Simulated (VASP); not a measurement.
Level of theory: AM05 GGA, VASP's PBE PAW potentials (set 64) (plane waves; VASP).

VASP input:

KPOINTS:
```
K-points
0
G
  9 9 9
0 0 0
```

### INCAR
```
SYSTEM=MgS
PREC=Accurate; ENCUT=520; LREAL=.FALSE.
LASPH=.TRUE.
EDIFF=1E-7; NELM=100; ALGO=Normal
ISMEAR=0; SIGMA=0.05
GGA=AM
ISIF=2
LWAVE=.FALSE.; LCHARG=.FALSE.
```

POSCAR:
```
MgS
5.1858350
  0.0000000000   0.4999999526   0.4999999526
  0.4999999526   0.0000000000   0.4999999526
  0.4999999526   0.4999999526   0.0000000000
Mg S
1 1
Direct
  0.0000000000   0.0000000000   0.0000000000
  0.5000000000   0.5000000000   0.5000000000
```

POTCAR, in this order: Mg S (PBE.64 set). Program: vasp_std.

What VASP printed:

OSZICAR:
```
       N       E                     dE             d eps       ncg     rms          rms(c)
DAV:   1     0.224375197885E+02    0.22438E+02   -0.38650E+03   592   0.829E+02
DAV:   2    -0.804894633990E+01   -0.30486E+02   -0.28539E+02   744   0.105E+02
DAV:   3    -0.900827634140E+01   -0.95933E+00   -0.95933E+00   712   0.260E+01
DAV:   4    -0.901265091763E+01   -0.43746E-02   -0.43746E-02   896   0.193E+00
DAV:   5    -0.901265654544E+01   -0.56278E-05   -0.56278E-05   744   0.570E-02    0.424E+00
DAV:   6    -0.869516643898E+01    0.31749E+00   -0.78696E-01   600   0.441E+00    0.321E+00
DAV:   7    -0.865579012219E+01    0.39376E-01   -0.20496E-01   744   0.245E+00    0.197E+00
DAV:   8    -0.865491749189E+01    0.87263E-03   -0.11649E-02   656   0.909E-01    0.667E-01
DAV:   9    -0.865479551317E+01    0.12198E-03   -0.33942E-04   728   0.156E-01    0.250E-01
DAV:  10    -0.865482433792E+01   -0.28825E-04   -0.12885E-04   744   0.746E-02    0.162E-02
DAV:  11    -0.865482265930E+01    0.16786E-05   -0.16286E-05   696   0.215E-02    0.153E-02
DAV:  12    -0.865482262618E+01    0.33120E-07   -0.36974E-07   792   0.522E-03
   1 F= -.86548226E+01 E0= -.86548226E+01  d E =-.212313E-11
```

File OUTCAR:
```
------------------------ aborting loop because EDIFF is reached ----------------------------------------
  FORCE on cell =-STRESS in cart. coord.  units (eV):
  Direction    XX          YY          ZZ          XY          YZ          ZX
  --------------------------------------------------------------------------------------
  Total       -0.0003673     -0.0003673     -0.0003673      0.0000000     -0.0000000      0.0000000
  in kB       -0.0168766     -0.0168766     -0.0168766      0.0000000     -0.0000000      0.0000000
  external PRESSURE =      -0.0168766 kB  Pullay stress =       0.0000000 kB
  volume of cell :       34.87
      direct lattice vectors                 reciprocal lattice vectors
     0.000000000  2.592917254  2.592917254    -0.192832995  0.192832995  0.192832995
     2.592917254  0.000000000  2.592917254     0.192832995 -0.192832995  0.192832995
     2.592917254  2.592917254  0.000000000     0.192832995  0.192832995 -0.192832995
 POSITION                                       TOTAL-FORCE (eV/Angst)
 -----------------------------------------------------------------------------------
      0.00000      0.00000      0.00000        -0.000000      0.000000     -0.000000
      2.59292      2.59292      2.59292         0.000000     -0.000000      0.000000
 -----------------------------------------------------------------------------------
    total drift:                                0.000000      0.000000      0.000000
  FREE ENERGIE OF THE ION-ELECTRON SYSTEM (eV)
  ---------------------------------------------------
  free  energy   TOTEN  =        -8.6548226262 eV

  energy  without entropy=       -8.6548226262  energy(sigma->0) =       -8.65482263
```
(Selected blocks of OUTCAR.)

The compound is MgS in the rock salt structure. It was relaxed first.
